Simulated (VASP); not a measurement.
All values below come from r2SCAN+rVV10, VASP's PBE PAW potentials (set 64) (plane waves; VASP 6.6.1).

A VASP calculation is set up with these files.

**INCAR**
```
ALGO=Normal
BPARAM=11.95
CPARAM=0.0093
EDIFF=1E-6
EDIFFG=-0.02
ENCUT=520
IBRION=2
ISIF=4
ISMEAR=0
LASPH=.TRUE.
LCHARG=.FALSE.
LMIXTAU=.TRUE.
LREAL=.FALSE.
LUSE_VDW=.TRUE.
LWAVE=.FALSE.
METAGGA=R2SCAN
NELM=100
NSW=60
PREC=Accurate
SIGMA=0.05
SYSTEM=C bilayer
```

**KPOINTS**
```
K-points
0
G
9 9 1
0 0 0
```

**POSCAR**
```
C bilayer
1
    2.4600000000     0.0000000000     0.0000000000
   -1.2300000000     2.1304220000     0.0000000000
    0.0000000000     0.0000000000    19.3550000000
C
4
Direct
  0.0000000000   0.0000000000   0.4133300000
  0.6666670000   0.3333330000   0.4133300000
  0.0000000000   0.0000000000   0.5866700000
  0.3333330000   0.6666670000   0.5866700000
```

POTCAR, in this order: C (PBE.64 set). Program: vasp_std.

Output of the run:

OUTCAR:
```
 ion  position               nearest neighbor table
   1  0.000  0.000  0.413-   2 1.42   2 1.42   2 1.42
   2  0.667  0.333  0.413-   1 1.42   1 1.42   1 1.42
   3  0.000  0.000  0.587-   4 1.42   4 1.42   4 1.42
   4  0.333  0.667  0.587-   3 1.42   3 1.42   3 1.42
  LATTYP: Found a hexagonal cell.
 ALAT       =     2.4600000000
 C/A-ratio  =     7.8678861789
 Subroutine PRICEL returns:
 Original cell was already a primitive cell.
 Subroutine GETGRP returns: Found 12 space group operations
The static configuration has the point symmetry D_3d.
The dynamic configuration has the point symmetry D_3d.
 Subroutine INISYM returns: Found 12 space group operations
 Subroutine IBZKPT returns following result:
 Found     12 irreducible k-points:

 Following reciprocal coordinates:
            Coordinates               Weight
  0.000000  0.000000  0.000000      1.000000
  0.111111  0.000000  0.000000      6.000000
  0.222222 -0.000000  0.000000      6.000000
  0.333333  0.000000  0.000000      6.000000
  0.444444 -0.000000  0.000000      6.000000
  0.111111  0.111111  0.000000      6.000000
  0.222222  0.111111  0.000000     12.000000
  0.333333  0.111111  0.000000     12.000000
  0.444444  0.111111  0.000000      6.000000
  0.222222  0.222222  0.000000      6.000000
  0.333333  0.222222  0.000000     12.000000
  0.333333  0.333333  0.000000      2.000000
   k-points           NKPTS =     12   k-points in BZ     NKDIM =     12   number of bands    NBANDS=     12
   number of dos      NEDOS =    301   number of ions     NIONS =      4
   total plane-waves  NPLWV =  46656
   dimension x,y,z NGX =    18 NGY =   18 NGZ =  144
   dimension x,y,z NGXF=    36 NGYF=   36 NGZF=  288
   ions per type =               4
   PREC   = accura    normal or accurate (medium, high low for compatibility)
   ISTART =      0    job   : 0-new  1-cont  2-samecut
   ICHARG =      2    charge: 1-file 2-atom 10-const
...
```

File OSZICAR:
```
       N       E                     dE             d eps       ncg     rms          rms(c)
DAV:   1     0.108386136949E+03    0.10839E+03   -0.68207E+03   288   0.107E+03
DAV:   2    -0.319758236999E+02   -0.14036E+03   -0.12713E+03   452   0.234E+02
DAV:   3    -0.448546020905E+02   -0.12879E+02   -0.12688E+02   376   0.779E+01
DAV:   4    -0.451024091542E+02   -0.24781E+00   -0.24696E+00   364   0.136E+01
DAV:   5    -0.451093154457E+02   -0.69063E-02   -0.69010E-02   372   0.220E+00    0.823E+00
DAV:   6    -0.422183707743E+02    0.28909E+01   -0.19550E+00   336   0.103E+01    0.591E+00
DAV:   7    -0.393835046361E+02    0.28349E+01   -0.70640E-01   368   0.688E+00    0.138E+00
DAV:   8    -0.416640823568E+02   -0.22806E+01   -0.74794E-01   332   0.725E+00    0.158E+00
DAV:   9    -0.404291854867E+02    0.12349E+01   -0.16060E-01   352   0.410E+00    0.488E-01
DAV:  10    -0.401199866076E+02    0.30920E+00   -0.27135E-02   312   0.231E+00    0.278E-01
DAV:  11    -0.401405942508E+02   -0.20608E-01   -0.18547E-02   348   0.192E+00    0.107E-01
DAV:  12    -0.392069875106E+02    0.93361E+00   -0.19741E-01   324   0.382E+00    0.201E-01
DAV:  13    -0.392048677348E+02    0.21198E-02   -0.28661E-03   328   0.576E-01    0.217E-01
DAV:  14    -0.392164503608E+02   -0.11583E-01   -0.18585E-03   292   0.599E-01    0.259E-01
DAV:  15    -0.392744900516E+02   -0.58040E-01   -0.21981E-02   300   0.143E+00    0.277E-01
DAV:  16    -0.392666396872E+02    0.78504E-02   -0.78600E-03   316   0.984E-01    0.234E-01
DAV:  17    -0.392447435931E+02    0.21896E-01   -0.19964E-03   324   0.459E-01    0.245E-01
DAV:  18    -0.392474087215E+02   -0.26651E-02   -0.18109E-04   340   0.133E-01    0.220E-01
DAV:  19    -0.392480008310E+02   -0.59211E-03   -0.32174E-03   304   0.497E-01    0.709E-02
DAV:  20    -0.392446867181E+02    0.33141E-02   -0.29773E-04   344   0.165E-01    0.368E-02
DAV:  21    -0.392490636388E+02   -0.43769E-02   -0.83794E-05   304   0.949E-02    0.303E-02
DAV:  22    -0.392618850721E+02   -0.12821E-01   -0.96891E-04   328   0.315E-01    0.321E-02
DAV:  23    -0.392737733613E+02   -0.11888E-01   -0.16649E-03   296   0.425E-01    0.378E-02
DAV:  24    -0.392758011430E+02   -0.20278E-02   -0.58508E-04   332   0.266E-01    0.374E-02
DAV:  25    -0.392729534152E+02    0.28477E-02   -0.10698E-03   288   0.368E-01    0.302E-02
DAV:  26    -0.392733592046E+02   -0.40579E-03   -0.38135E-04   288   0.326E-01    0.248E-02
DAV:  27    -0.392697951173E+02    0.35641E-02   -0.51459E-04   288   0.328E-01    0.149E-02
DAV:  28    -0.392718118319E+02   -0.20167E-02   -0.29039E-04   296   0.247E-01    0.952E-03
DAV:  29    -0.392725842064E+02   -0.77237E-03   -0.16924E-04   296   0.196E-01    0.645E-03
DAV:  30    -0.392743130365E+02   -0.17288E-02   -0.66443E-04   288   0.377E-01    0.368E-03
DAV:  31    -0.392742817013E+02    0.31335E-04   -0.11357E-05   336   0.358E-02    0.414E-03
DAV:  32    -0.392743544564E+02   -0.72755E-04   -0.56389E-06   300   0.377E-02    0.410E-03
DAV:  33    -0.392743125601E+02    0.41896E-04   -0.11047E-06   232   0.162E-02    0.429E-03
DAV:  34    -0.392751816727E+02   -0.86911E-03   -0.13560E-04   288   0.168E-01    0.267E-03
DAV:  35    -0.392752070793E+02   -0.25407E-04   -0.62476E-05   304   0.117E-01    0.356E-03
DAV:  36    -0.392752555599E+02   -0.48481E-04   -0.20481E-06   308   0.183E-02    0.372E-03
DAV:  37    -0.392752206256E+02    0.34934E-04   -0.56702E-05   288   0.105E-01    0.318E-03
DAV:  38    -0.392757792588E+02   -0.55863E-03   -0.97073E-05   288   0.117E-01    0.203E-03
DAV:  39    -0.392758204648E+02   -0.41206E-04   -0.47519E-06   320   0.251E-02    0.199E-03
DAV:  40    -0.392758216972E+02   -0.12324E-05   -0.37911E-07   220   0.747E-03    0.213E-03
DAV:  41    -0.392758203012E+02    0.13960E-05   -0.12999E-06   276   0.132E-02    0.970E-04
DAV:  42    -0.392758215302E+02   -0.12291E-05   -0.16808E-06   280   0.147E-02    0.484E-04
DAV:  43    -0.392758231124E+02   -0.15821E-05   -0.30503E-07   212   0.716E-03    0.375E-04
DAV:  44    -0.392758221522E+02    0.96020E-06   -0.12596E-07   192   0.435E-03
   1 F= -.39275822E+02 E0= -.39275126E+02  d E =-.392758E+02
       N       E                     dE             d eps       ncg     rms          rms(c)
DAV:   1    -0.392763641264E+02   -0.54101E-03   -0.24818E-02   328   0.138E+00    0.818E-02
DAV:   2    -0.392757013165E+02    0.66281E-03   -0.45835E-04   304   0.196E-01    0.496E-02
DAV:   3    -0.392753653740E+02    0.33594E-03   -0.60529E-04   308   0.250E-01    0.992E-03
DAV:   4    -0.392758423071E+02   -0.47693E-03   -0.23210E-04   300   0.202E-01    0.860E-03
DAV:   5    -0.392758918098E+02   -0.49503E-04   -0.28407E-05   324   0.681E-02    0.263E-03
DAV:   6    -0.392758552313E+02    0.36579E-04   -0.14946E-05   288   0.455E-02    0.130E-03
DAV:   7    -0.392759226895E+02   -0.67458E-04   -0.10959E-05   288   0.389E-02    0.161E-03
DAV:   8    -0.392759359021E+02   -0.13213E-04   -0.52283E-06   304   0.231E-02    0.127E-03
DAV:   9    -0.392759469368E+02   -0.11035E-04   -0.28959E-06   316   0.193E-02    0.624E-04
DAV:  10    -0.392759592617E+02   -0.12325E-04   -0.19276E-06   312   0.162E-02    0.276E-04
DAV:  11    -0.392759609544E+02   -0.16926E-05   -0.31229E-07   224   0.681E-03    0.279E-04
DAV:  12    -0.392759608038E+02    0.15061E-06   -0.27070E-07   232   0.628E-03
   2 F= -.39275961E+02 E0= -.39275264E+02  d E =-.138652E-03
```

File OUTCAR:
```
------------------------ aborting loop because EDIFF is reached ----------------------------------------
  FORCE on cell =-STRESS in cart. coord.  units (eV):
  Direction    XX          YY          ZZ          XY          YZ          ZX
  --------------------------------------------------------------------------------------
  Total       -0.0366579     -0.0366579     -0.0672024      0.0000000      0.0000000     -0.0000000
  in kB       -0.5790080     -0.5790077     -1.0614544      0.0000000      0.0000000     -0.0000000
  external PRESSURE =      -0.7398234 kB  Pullay stress =       0.0000000 kB
  volume of cell :      101.44
      direct lattice vectors                 reciprocal lattice vectors
     2.458121952  0.000000000  0.000000000     0.406814641  0.234874597  0.000000000
    -1.229060976  2.128795566 -0.000000000     0.000000000  0.469749193  0.000000000
     0.000000000  0.000000000 19.384586393    -0.000000000  0.000000000  0.051587379
 POSITION                                       TOTAL-FORCE (eV/Angst)
 -----------------------------------------------------------------------------------
      2.45812      0.00000      8.01324        -0.000000      0.000000     -0.005151
      1.22906      0.70960      8.01166         0.000000      0.000000      0.016532
     -1.22906      2.12880     11.37135         0.000000     -0.000000      0.005151
     -0.00000      1.41920     11.37292        -0.000000      0.000000     -0.016532
 -----------------------------------------------------------------------------------
    total drift:                                0.000000      0.000000      0.000000
  FREE ENERGIE OF THE ION-ELECTRON SYSTEM (eV)
  ---------------------------------------------------
  free  energy   TOTEN  =       -39.2759608038 eV

  energy  without entropy=      -39.2745677431  energy(sigma->0) =      -39.27526427

 reached required accuracy - stopping structural energy minimisation
```
(Selected blocks of OUTCAR.)

### CONTCAR
```
C bilayer
   1.00000000000000
     2.4581219515299413    0.0000000000000000    0.0000000000000000
    -1.2290609757649706    2.1287955656748632   -0.0000000000000000
     0.0000000000000000    0.0000000000000000   19.3845863926605801
  C
     4
Direct
     1.0000000000000000    0.0000000000000000    0.4133820980073942
     0.6666669999999968    0.3333330000000032    0.4133007160246132
     0.0000000000000000    1.0000000000000000    0.5866179019926058
     0.3333330000000032    0.6666669999999968    0.5866992839753868
```

**OUTCAR**
```
 val. band max:       -1.2005051785   @ k =   0.3333   0.3333   0.0000

 cond. band min:      -1.2005028754   @ k =   0.3333   0.3333   0.0000


 Fermi energy:        -1.2005040268

 k-point     1 :       0.0000    0.0000    0.0000
  band No.  band energies     occupation
      1     -22.0963      2.00000
      2     -21.9479      2.00000
      3      -9.8022      2.00000
      4      -8.7997      2.00000
      5      -4.4119      2.00000
      6      -4.4119      2.00000
      7      -4.4024      2.00000
      8      -4.4023      2.00000
      9       2.5020      0.00000
     10       2.9525      0.00000
     11       3.5407      0.00000
     12       4.9068      0.00000

 k-point     2 :       0.1111    0.0000    0.0000
  band No.  band energies     occupation
      1     -21.7854      2.00000
      2     -21.6395      2.00000
      3      -9.4285      2.00000
      4      -8.4365      2.00000
      5      -5.6238      2.00000
      6      -5.6015      2.00000
      7      -5.0291      2.00000
      8      -5.0121      2.00000
      9       2.9023      0.00000
     10       3.3557      0.00000
     11       3.9457      0.00000
     12       5.3089      0.00000

 k-point     3 :       0.2222   -0.0000    0.0000
  band No.  band energies     occupation
      1     -20.8588      2.00000
      2     -20.7205      2.00000
      3      -8.3723      2.00000
      4      -8.3291      2.00000
      5      -8.3215      2.00000
      6      -7.3672      2.00000
      7      -6.2651      2.00000
      8      -6.2414      2.00000
      9       4.1019      0.00000
     10       4.5590      0.00000
     11       5.1598      0.00000
     12       6.4996      0.00000

 k-point     4 :       0.3333    0.0000    0.0000
  band No.  band energies     occupation
      1     -19.3402      2.00000
      2     -19.2144      2.00000
      3     -11.5110      2.00000
      4     -11.4433      2.00000
      5      -7.3519      2.00000
      6      -7.3250      2.00000
...
```

The cell holds a wide vacuum, so values per volume refer to the whole cell.

The cell is a sheet with vacuum, built from a generated structure.
